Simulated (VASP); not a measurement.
Here is the system:

```yaml
crystal:
  lattice:
    - [0.00000, 2.04152, 2.04152]
    - [2.04152, 0.00000, 2.04152]
    - [2.04152, 2.04152, 0.00000]
  atoms:
    - { symbol: Li, position: [0.00000, 0.00000, 0.00000] }
    - { symbol: F, position: [0.50000, 0.50000, 0.50000] }
```

Method: PBE GGA, VASP's PBE PAW potentials (set 64) (plane waves; VASP 6.6.1). Settings: PREC = Normal, 500 eV cut-off, 4×4×4 Γ-centred mesh, Gaussian smearing of 0.010 eV, potentials Li_sv_GW F_GW_new.

Task: Give the stress tensor in GPa (positive for a compressed cell).

Result: 
```
-7.99   0.00   0.00
 0.00  -7.99   0.00
 0.00   0.00  -7.99
```
The pressure is its mean diagonal, -7.99 GPa.

The compound is LiF in the rock salt structure. This cell is one point of a volume scan, at 1.04 of the reference volume. The k-mesh is coarse (spacing up to 0.67 per Å, 2π included), so the numbers may not be converged in it.
